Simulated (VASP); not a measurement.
Data:

```xyz
1
Lattice="0.0000 2.1986 2.1986 2.1986 0.0000 2.1986 2.1986 2.1986 0.0000" Properties=species:S:1:pos:R:3 pbc="T T T"
Li     0.0000     0.0000     0.0000
```

Calculation: PBEsol GGA, VASP's PBE PAW potentials (set 64) (plane waves; VASP). Numerical set-up: 520 eV cut-off, 13×13×13 Γ-centred mesh, first-order Methfessel-Paxton smearing of 0.10 eV, potentials Li_sv.

Energy and stress use the plane-wave basis of the starting cell.

### Question
The ions, cell shape and volume are relaxed. What does this cell relax into?

### Answer

```xyz
1
Lattice="0.0000 2.1602 2.1602 2.1602 0.0000 2.1602 2.1602 2.1602 0.0000" Properties=species:S:1:pos:R:3 pbc="T T T"
Li     2.1602     0.0000     2.1602
```
Space group Fm-3m (225), at a tolerance of 0.03 Å.

### Question
How do energy and volume change from the first to the last step?

### Answer
The energy (σ→0) changes by -2.4 meV/atom and the volume by -5.1 %, in 4 ionic steps.

The structure was generated: Li was put into the fcc type (Fm-3m), which need not be its known phase. This run relaxes it. Symmetry was kept, so distortions that lower it aren't found.
